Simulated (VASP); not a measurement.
Given:

```yaml
crystal:
  lattice:
    - [0.00000, 1.77436, 1.77436]
    - [1.77436, 0.00000, 1.77436]
    - [1.77436, 1.77436, 0.00000]
  atoms:
    - { symbol: Cu, position: [0.00000, 0.00000, 0.00000] }
```

Computed with MS2 meta-GGA, VASP's PBE PAW potentials (set 64) (plane waves; VASP 6.6.1). Run with 520 eV cut-off, 20×20×20 Γ-centred mesh, tetrahedra with Blöchl corrections, potentials Cu.

Task: Give the energies of bands 1 to 7 at the high-symmetry points, in eV from the Fermi level.

Result: 
| band | Γ | X | U | L | W |
|---|---|---|---|---|---|
| 1 | -9.93 | -5.29 | -4.66 | -5.44 | -4.51 |
| 2 | -3.21 | -4.74 | -4.37 | -3.29 | -3.79 |
| 3 | -3.21 | -1.78 | -2.96 | -3.29 | -3.79 |
| 4 | -3.21 | -1.53 | -2.24 | -1.72 | -2.43 |
| 5 | -2.38 | -1.53 | -1.75 | -1.72 | -1.53 |
| 6 | -2.38 | 1.37 | 4.43 | -1.27 | 6.40 |
| 7 | 22.68 | 7.53 | 5.92 | 4.07 | 6.40 |

It has no gap at this level: it comes out as a metal or semimetal.

The compound is Cu in the fcc structure. It was relaxed first, which changed the volume by -5 %.
